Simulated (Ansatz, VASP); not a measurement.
**One calculation of Ta3B2N, two programs**

```
Ta B N
1.0
     3.79960    0.00000    0.00000
     0.00000    3.79960    0.00000
     0.00000    0.00000    6.41268
Ta B N
3 2 1
Cartesian
  0.0000 0.0000 1.4558
  0.0000 0.0000 4.9569
  1.8998 1.8998 3.2063
  0.0000 0.0000 3.2063
  1.8998 1.8998 0.0000
  0.0000 0.0000 0.0000
```

Alike in both runs: task single point; functional PBE; k mesh 4 × 4 × 4; occupations gaussian, width 0.1 eV; no spin polarisation.

```csv
,VASP,Ansatz
version,VASP 6.6.1,Ansatz 0.2.0
potentials or method,"VASP PAW PBE potentials, release 64 (Ta_pv, B, N)","scalar-relativistic, plane waves, PAW"
plane-wave cutoff (eV),520,420
valence electrons in the cell,44,50
```

Ansatz gave:

```
gap on the k mesh at the Fermi level (eV) : none
rms of the force components (eV/Å)        : 7.499
```

Question: Estimate VASP's values.

Answer: gap on the k mesh at the Fermi level (eV): none; rms of the force components (eV/Å): 8.627.

Atom by atom the forces differ by 1.128 eV/Å (rms over components). A gap of «none» marks a metal or a gap that the smearing closes. The functional is the same, so the differences come from potentials, cutoffs and numerics. The two sets of potentials don't hold the same shells in valence.

Caveats: the k mesh is coarse (spacing up to 0.41 Å⁻¹), so the values aren't converged; forces of over 1 eV/Å show positions far from the minimum, so gaps and moduli don't describe the material at rest. The runs have no spin-orbit coupling, so splittings on Ta are missing.
